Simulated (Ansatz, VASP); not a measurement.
# K3Na3Si10B2O26 (glassy 71SiO2-7B2O3-11Na2O-11K2O (mol %)) in two plane-wave programs, part 2 of 3

Wanted: the spread between two codes on one cell, functional and k mesh. Of the first pair: The structure shown is the start of the Ansatz relaxation below; VASP solves that cell, so the two are compared at the walk's first step.

VASP 6.6.1 and Ansatz 0.2.0.

So far: Starting point; Ansatz: relaxation, PBE.

### 3. VASP: single point, PBE, start cell, pair 1

Level of this step: PBE; plane waves and PAW (Si, B, Na_pv, K_sv, O) (VASP).

The same cell, functional, mesh and smearing now go to VASP, with its own data sets.

Lines of VASP's logs that name or quote its potential files are left out, and so is its time.

Contents of INCAR:

```
SYSTEM = K3Na3Si10B2O26
PREC = Accurate
ENCUT = 520
EDIFF = 1E-06
NELM = 120
ISMEAR = -1
SIGMA = 0.025
LREAL = Auto
ALGO = Normal
GGA = PE
NBANDS = 312
LORBIT = 11
LWAVE = .FALSE.
LCHARG = .FALSE.
ISIF = 2
LASPH = .TRUE.
GGA_COMPAT = .FALSE.
EFERMI = MIDGAP
NCORE = 2
```

Contents of POSCAR:

```
K3Na3Si10B2O26
1.0
   10.8837500000      0.0000000000      0.0000000000
    0.0000000000     10.8837500000      0.0000000000
    0.0000000000      0.0000000000     10.8837500000
Si B Na K O
20 4 6 6 52
Direct
    0.4965384174      0.9330699437      0.0098403583
    0.1426897898      0.1029057081      0.1751234639
    0.1153922132      0.8818284139      0.4963362812
    0.2433076835      0.4828115310      0.1612220053
    0.7633582175      0.7494200069      0.2182427932
    0.6509245435      0.7275433559      0.9608912369
    0.8983576433      0.0030687952      0.2726541863
    0.4856690020      0.4972275181      0.0006064086
    0.4857884461      0.8228322040      0.2791776731
    0.7510830366      0.0774641093      0.0083794648
    0.2335040772      0.6930056277      0.3327345814
    0.8441116343      0.4591432181      0.1975789595
    0.7906741702      0.5304973010      0.5586493626
    0.1228896290      0.1811967383      0.5233398415
    0.8067439991      0.5269415413      0.8229424601
    0.0511864017      0.3395245205      0.0252210865
    0.0773906053      0.1566188124      0.8053382336
    0.7662616286      0.0499368324      0.5282738027
    0.8398208338      0.8175031584      0.5918732055
    0.3005765476      0.2641277133      0.3390191800
    0.6996944987      0.3508717124      0.0178890548
    0.8779326978      0.9974595153      0.7783254852
    0.2789204089      0.0860732744      0.9706580912
    0.9429194901      0.3627885609      0.4293832549
    0.6557206845      0.2890823475      0.3613001034
    0.7803744114      0.2609302860      0.7590857930
    0.4257631791      0.1041277133      0.4890226255
    0.0642976915      0.6229470541      0.6030917652
    0.5299735845      0.5053864707      0.2977925807
    0.5065992879      0.1926909383      0.1463374297
    0.4452325715      0.5446468359      0.5908441484
    0.4411071552      0.2537912025      0.7482071896
    0.2692178707      0.7646812909      0.8688641323
    0.1983875043      0.5057999311      0.7207717928
    0.4891971977      0.9135913633      0.6575215344
    0.0255977949      0.7794188584      0.9735155622
    0.1928471345      0.6255196968      0.2033674055
    0.2132445159      0.5867279201      0.4408958309
    0.4305593201      0.5105133800      0.8636361548
    0.2327598484      0.3842333754      0.2715608131
    0.0405558746      0.0339221316      0.2599012289
    0.8615504766      0.8501481567      0.2785988285
    0.9136740554      0.4529413116      0.5203077983
    0.6793614333      0.5032364764      0.4659239692
    0.8250189503      0.0452601355      0.1387481337
    0.7432732284      0.2261996095      0.0005972206
    0.7237487079      0.3841598714      0.1464109337
    0.9715401401      0.8486964511      0.5267669691
    0.8606316757      0.8758378316      0.7331756058
    0.6113609739      0.0246238659      0.0330308947
    0.4428804410      0.2959366027      0.3358401286
    0.3818077409      0.7249523372      0.3204318365
    0.6246284599      0.7590214770      0.2751441369
    0.7341035948      0.9025473757      0.5327575514
    0.9502607098      0.4283817618      0.0917422763
    0.6495830941      0.1376639485      0.5425519697
    0.7364189732      0.6536441943      0.8609808200
    0.3775812565      0.9948593086      0.9440863673
    0.1572895372      0.8177144826      0.3673090617
    0.9483955438      0.5543034340      0.7987688067
    0.8349787527      0.0616882968      0.3954519352
    0.8042356724      0.6038268060      0.2209073160
    0.3851246124      0.4921741128      0.1177167796
    0.1823268634      0.0330217067      0.0487423912
    0.4591340301      0.8672929827      0.1385459975
    0.7735844723      0.4287309062      0.9371953601
    0.8514712300      0.0748822786      0.6493166418
    0.0739634777      0.2263374297      0.1267118410
    0.0935706902      0.2113242219      0.6675364649
    0.3274974159      0.1902836798      0.0389295969
    0.0216837028      0.2640082692      0.8974572183
    0.0271046285      0.2660204433      0.4490731595
    0.7902515218      0.0279866774      0.8798346158
    0.4752589870      0.9405214195      0.3638359940
    0.5606615367      0.6221201332      0.0259469392
    0.5569955208      0.8323969220      0.9188193408
    0.1169817388      0.0337291834      0.5019134030
    0.1722016768      0.4338026875      0.0367060985
    0.8923027449      0.3871643505      0.3162237280
    0.5703640749      0.3732261399      0.9973033192
    0.2058114161      0.8182657632      0.5909176525
    0.2592396922      0.2390995751      0.4849063972
    0.7409027219      0.4830779832      0.6969840358
    0.9963845182      0.0275915930      0.8165935454
    0.8184403354      0.6740323877      0.5693993339
    0.2196118066      0.1290364075      0.8580222809
    0.2452004135      0.1416515447      0.2663695877
    0.7395245205      0.7857402090      0.0727230964
```

Contents of KPOINTS:

```
Automatic mesh
0
Gamma
1 1 1
0 0 0
```

The projector-augmented-wave data sets are Si, B, Na_pv, K_sv and O (PBE family, release 64).

Run with:

```bash
$ mpirun -np 8 vasp_gam
```

Numbers of over 12 decimals in the logs are rounded to 6 here.

What it wrote:

```text
[banner, memory and clock lines left out]
running    8 mpi-ranks, on    1 nodes
[...]
LDA part: xc-table for (Slater+PW92), standard interpolation
 POSCAR, INCAR and KPOINTS ok, starting setup
[...]
entering main loop
       N       E                     dE             d eps       ncg     rms          rms(c)
DAV:   1     0.579620507580E+04    0.57962E+04   -0.28007E+05   632   0.167E+03
DAV:   2     0.116772223017E+02   -0.57845E+04   -0.55283E+04   752   0.448E+02
DAV:   3    -0.672553538114E+03   -0.68423E+03   -0.67488E+03   712   0.175E+02
DAV:   4    -0.707891707992E+03   -0.35338E+02   -0.35073E+02   784   0.425E+01
[...]
DAV:  18    -0.616107634898E+03    0.13613E-05   -0.21454E-05   760   0.119E-02    0.812E-03
DAV:  19    -0.616107633445E+03    0.14525E-05   -0.80216E-06   672   0.101E-02    0.420E-03
DAV:  20    -0.616107633703E+03   -0.25782E-06   -0.47097E-06   696   0.556E-03
   1 F= -.61610763E+03 E0= -.61610667E+03  d E =-.193628E-02
```

From OUTCAR (step 3):

```text
  Total        4.5917995     -9.9367471    -13.8797374      0.1534845     -3.5070628      7.0238742
  in kB        5.7063424    -12.3486405    -17.2486916      0.1907389     -4.3583133      8.7287416
  external PRESSURE =      -7.9636633 kB  Pullay stress =       0.0000000 kB

 POSITION                                       TOTAL-FORCE (eV/Angst)
 -----------------------------------------------------------------------------------
      5.40420     10.15530      0.10710        -0.961454      1.487791      1.813380
      1.55300      1.12000      1.90600        -0.854540      1.082273     -3.818400
      1.25590      9.59760      5.40200         0.305089     -0.465078      0.879320
      2.64810      5.25480      1.75470        -0.581505     -0.015602     -0.193237
      8.30820      8.15650      2.37530        -0.845374      0.823957     -0.007542
      7.08450      7.91840     10.45810         1.332544     -3.196210      1.821371
      9.77750      0.03340      2.96750        -2.960117     -1.038281     -2.018041
      5.28590      5.41170      0.00660        -0.955355     -0.915661     -1.555210
      5.28720      8.95550      3.03850         0.501630      2.399849      0.805022
      8.17460      0.84310      0.09120        -0.414054      1.220755      2.736270
[...]
3.03570      0.93680     10.56440         0.610752      3.675580      2.832542
     10.26250      3.94850      4.67330         0.881228      0.866984      0.089863
      7.13670      3.14630      3.93230         0.258300     -0.190250      0.562770
[...]
-----------------------------------------------------------------------------------
    total drift:                                0.013304      0.012478      0.008667

  FREE ENERGIE OF THE ION-ELECTRON SYSTEM (eV)
  ---------------------------------------------------
  free  energy   TOTEN  =      -616.1076337031 eV

  energy  without entropy=     -616.1056974233  energy(sigma->0) =     -616.10666556

[... 3 further parts left out ...]
[key lines of the parts left out:]
E-fermi :   3.7592
```

The run ends at a pressure of -0.80 GPa, with forces up to 4.7 eV/Å.

### 4. Comparison

Known differences besides the potentials themselves: the data sets hold 512 valence electrons in Ansatz (on its default PAW (the set named soft_2) files) and 500 in VASP; the cutoff is 420 eV in Ansatz and 520 eV in VASP (PREC = Accurate, projectors in real space). Total energies have different zeros and are not compared.

Forces on 10 of the 88 atoms, those with the largest forces and the largest differences (eV/Å; atoms numbered as in POSCAR):

```csv
atom,"Ansatz x, y, z","VASP x, y, z"
Si2,"-0.836, 1.118, -3.863","-0.855, 1.082, -3.818"
Si3,"0.376, -0.546, 0.934","0.305, -0.465, 0.879"
Si6,"1.318, -3.203, 1.841","1.333, -3.196, 1.821"
Si7,"-2.951, -1.033, -2.019","-2.960, -1.038, -2.018"
Si11,"0.046, -1.923, 3.334","0.058, -1.881, 3.303"
Si17,"2.186, -2.063, 2.547","2.189, -2.046, 2.534"
B23,"0.596, 3.728, 2.903","0.611, 3.676, 2.833"
O74,"0.283, 0.386, 1.123","0.279, 0.477, 1.193"
O81,"0.765, -0.252, 2.346","0.832, -0.296, 2.429"
O87,"2.819, 1.053, 3.518","2.833, 1.073, 3.544"
```

The forces differ by 27 meV/Å r.m.s., which is 2.2 % of the r.m.s. force of 1.258 eV/Å (both taken over all components).

### 5. Ansatz: relaxation, PBE

This run makes the geometry at which the two programs are then compared. The cell compared in this pair holds 1257.86 Å³, against 1289.25 Å³ for the pair before.

The structure compared here is the end of the Ansatz relaxation.

Contents of input.yaml:

```yaml
crystal:
  lattice:
    - [10.88375, 0.0, 0.0]
    - [0.0, 10.88375, 0.0]
    - [0.0, 0.0, 10.88375]
  atoms:
    - { symbol: Si, position: [0.49654, 0.93307, 0.00984] }
    - { symbol: Si, position: [0.14269, 0.10291, 0.17512] }
    - { symbol: Si, position: [0.11539, 0.88183, 0.49634] }
    - { symbol: Si, position: [0.24331, 0.48281, 0.16122] }
    - { symbol: Si, position: [0.76336, 0.74942, 0.21824] }
    - { symbol: Si, position: [0.65092, 0.72754, 0.96089] }
    - { symbol: Si, position: [0.89836, 0.00307, 0.27265] }
    - { symbol: Si, position: [0.48567, 0.49723, 0.00061] }
    - { symbol: Si, position: [0.48579, 0.82283, 0.27918] }
    - { symbol: Si, position: [0.75108, 0.07746, 0.00838] }
    - { symbol: Si, position: [0.2335, 0.69301, 0.33273] }
    - { symbol: Si, position: [0.84411, 0.45914, 0.19758] }
    - { symbol: Si, position: [0.79067, 0.5305, 0.55865] }
    - { symbol: Si, position: [0.12289, 0.1812, 0.52334] }
    - { symbol: Si, position: [0.80674, 0.52694, 0.82294] }
    - { symbol: Si, position: [0.05119, 0.33952, 0.02522] }
    - { symbol: Si, position: [0.07739, 0.15662, 0.80534] }
    - { symbol: Si, position: [0.76626, 0.04994, 0.52827] }
    - { symbol: Si, position: [0.83982, 0.8175, 0.59187] }
    - { symbol: Si, position: [0.30058, 0.26413, 0.33902] }
    - { symbol: B, position: [0.69969, 0.35087, 0.01789] }
    - { symbol: B, position: [0.87793, 0.99746, 0.77833] }
    - { symbol: B, position: [0.27892, 0.08607, 0.97066] }
    - { symbol: B, position: [0.94292, 0.36279, 0.42938] }
    - { symbol: Na, position: [0.65572, 0.28908, 0.3613] }
    - { symbol: Na, position: [0.78037, 0.26093, 0.75909] }
    - { symbol: Na, position: [0.42576, 0.10413, 0.48902] }
    - { symbol: Na, position: [0.0643, 0.62295, 0.60309] }
    - { symbol: Na, position: [0.52997, 0.50539, 0.29779] }
    - { symbol: Na, position: [0.5066, 0.19269, 0.14634] }
    - { symbol: K, position: [0.44523, 0.54465, 0.59084] }
    - { symbol: K, position: [0.44111, 0.25379, 0.74821] }
    - { symbol: K, position: [0.26922, 0.76468, 0.86886] }
    - { symbol: K, position: [0.19839, 0.5058, 0.72077] }
    - { symbol: K, position: [0.4892, 0.91359, 0.65752] }
    - { symbol: K, position: [0.0256, 0.77942, 0.97352] }
    - { symbol: O, position: [0.19285, 0.62552, 0.20337] }
    - { symbol: O, position: [0.21324, 0.58673, 0.4409] }
    - { symbol: O, position: [0.43056, 0.51051, 0.86364] }
    - { symbol: O, position: [0.23276, 0.38423, 0.27156] }
    - { symbol: O, position: [0.04056, 0.03392, 0.2599] }
    - { symbol: O, position: [0.86155, 0.85015, 0.2786] }
    - { symbol: O, position: [0.91367, 0.45294, 0.52031] }
    - { symbol: O, position: [0.67936, 0.50324, 0.46592] }
    - { symbol: O, position: [0.82502, 0.04526, 0.13875] }
    - { symbol: O, position: [0.74327, 0.2262, 0.0006] }
    - { symbol: O, position: [0.72375, 0.38416, 0.14641] }
    - { symbol: O, position: [0.97154, 0.8487, 0.52677] }
    - { symbol: O, position: [0.86063, 0.87584, 0.73318] }
    - { symbol: O, position: [0.61136, 0.02462, 0.03303] }
    - { symbol: O, position: [0.44288, 0.29594, 0.33584] }
    - { symbol: O, position: [0.38181, 0.72495, 0.32043] }
    - { symbol: O, position: [0.62463, 0.75902, 0.27514] }
    - { symbol: O, position: [0.7341, 0.90255, 0.53276] }
    - { symbol: O, position: [0.95026, 0.42838, 0.09174] }
    - { symbol: O, position: [0.64958, 0.13766, 0.54255] }
    - { symbol: O, position: [0.73642, 0.65364, 0.86098] }
    - { symbol: O, position: [0.37758, 0.99486, 0.94409] }
    - { symbol: O, position: [0.15729, 0.81771, 0.36731] }
    - { symbol: O, position: [0.9484, 0.5543, 0.79877] }
    - { symbol: O, position: [0.83498, 0.06169, 0.39545] }
    - { symbol: O, position: [0.80424, 0.60383, 0.22091] }
    - { symbol: O, position: [0.38512, 0.49217, 0.11772] }
    - { symbol: O, position: [0.18233, 0.03302, 0.04874] }
    - { symbol: O, position: [0.45913, 0.86729, 0.13855] }
    - { symbol: O, position: [0.77358, 0.42873, 0.9372] }
    - { symbol: O, position: [0.85147, 0.07488, 0.64932] }
    - { symbol: O, position: [0.07396, 0.22634, 0.12671] }
    - { symbol: O, position: [0.09357, 0.21132, 0.66754] }
    - { symbol: O, position: [0.3275, 0.19028, 0.03893] }
    - { symbol: O, position: [0.02168, 0.26401, 0.89746] }
    - { symbol: O, position: [0.0271, 0.26602, 0.44907] }
    - { symbol: O, position: [0.79025, 0.02799, 0.87983] }
    - { symbol: O, position: [0.47526, 0.94052, 0.36384] }
    - { symbol: O, position: [0.56066, 0.62212, 0.02595] }
    - { symbol: O, position: [0.557, 0.8324, 0.91882] }
    - { symbol: O, position: [0.11698, 0.03373, 0.50191] }
    - { symbol: O, position: [0.1722, 0.4338, 0.03671] }
    - { symbol: O, position: [0.8923, 0.38716, 0.31622] }
    - { symbol: O, position: [0.57036, 0.37323, 0.9973] }
    - { symbol: O, position: [0.20581, 0.81827, 0.59092] }
    - { symbol: O, position: [0.25924, 0.2391, 0.48491] }
    - { symbol: O, position: [0.7409, 0.48308, 0.69698] }
    - { symbol: O, position: [0.99638, 0.02759, 0.81659] }
    - { symbol: O, position: [0.81844, 0.67403, 0.5694] }
    - { symbol: O, position: [0.21961, 0.12904, 0.85802] }
    - { symbol: O, position: [0.2452, 0.14165, 0.26637] }
    - { symbol: O, position: [0.73952, 0.78574, 0.07272] }
kpoints:
  mp_grid: { grid: [1, 1, 1] }
hamiltonian:
  xc: pbe
scf:
  occupations: { method: fermi_dirac, width: 0.025 }
output:
  forces: true
relax:
  f_tol: 0.05
  max_steps: 150
  cell: {}
```

Run with:

```bash
$ ansatz run input.yaml --threads 4 --pin off --max-ram 8192MiB --backend cpu --events-out ev --progress --plain --runs-dir out
```

What it wrote:

```text
[...]
Crystal: 88 atoms, lattice volume = 1289.246 Å³
Basis set: ecut = 420 eV, 25269 PW (Γ), exchange–correlation on 150×150×150 points (8 copies of the dense FFT grid, shifted against one another)
Bands: 344, of which v1, the nominal top of the filled ones, is band 256 counted from 1 (255 counted from 0)
Symmetry: 1 space group operations
[...]
k-points: 1
[...]
- { symbol: O, position: [0.373092, 0.471958, 0.851193] }
    - { symbol: O, position: [0.237855, 0.379506, 0.289132] }
    - { symbol: O, position: [0.016749, 0.00864297, 0.235478] }
    - { symbol: O, position: [0.850289, 0.843976, 0.247678] }
    - { symbol: O, position: [0.931792, 0.446412, 0.516523] }
    - { symbol: O, position: [0.683348, 0.486427, 0.470534] }
[...]
- { symbol: O, position: [0.835375, 0.667642, 0.574618] }
    - { symbol: O, position: [0.224809, 0.114442, 0.862655] }
    - { symbol: O, position: [0.224804, 0.127637, 0.291121] }
    - { symbol: O, position: [0.732163, 0.729631, 0.061451] }
[key lines of the parts left out:]
P = ⅓ Tr σ = 0.0020 GPa (0.020 kbar)
```

(Part 2 of 3 ends here.)

[Lines on the potential files, build, host, timing and source positions are cut from VASP's logs without a mark.]

[Logs are printed without paths, hosts, clocks, repeated set-up lines and the standing remarks that a program may print on its own settings, such as how far it seeks lower states.]

[Hosts, paths, dates, database ids (printed as entryN), source tags and the programs' standing remarks are cut or masked in the printed files.]
